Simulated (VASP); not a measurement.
```
InY3C
1.0
    4.86615     0.00000     0.00000
    0.00000     4.86615     0.00000
    0.00000     0.00000     4.86615
Y In C
3 1 1
Cartesian
  2.43307   0.00000   2.43307
  0.00000   2.43307   2.43307
  2.43307   2.43307   0.00000
  0.00000   0.00000   0.00000
  2.43307   2.43307   2.43307
```

These are PBEsol GGA, VASP's PBE PAW potentials (set 64) (plane waves; VASP) values and carry that method's errors. Run with 520 eV cut-off, 7×7×7 Γ-centred mesh, tetrahedra with Blöchl corrections, potentials Y_sv In_d C.

The cores are frozen, which limits the accuracy of field gradients.

Task: Give the principal components of the electric field gradient (V/Å²) and the asymmetry η at each nucleus.

Result: 
```
atom    Vxx    Vyy     Vzz     η
----  -----  -----  ------  ----
Y1    101.6  101.6  -203.2  0.00
Y2    101.6  101.6  -203.2  0.00
Y3    101.6  101.6  -203.2  0.00
In4     0.0    0.0     0.0     -
C5      0.0    0.0     0.0     -
```

The structure comes from a computed database's Y3InC entry (Pm-3m); how it stands against other phases isn't given here. It was relaxed first.
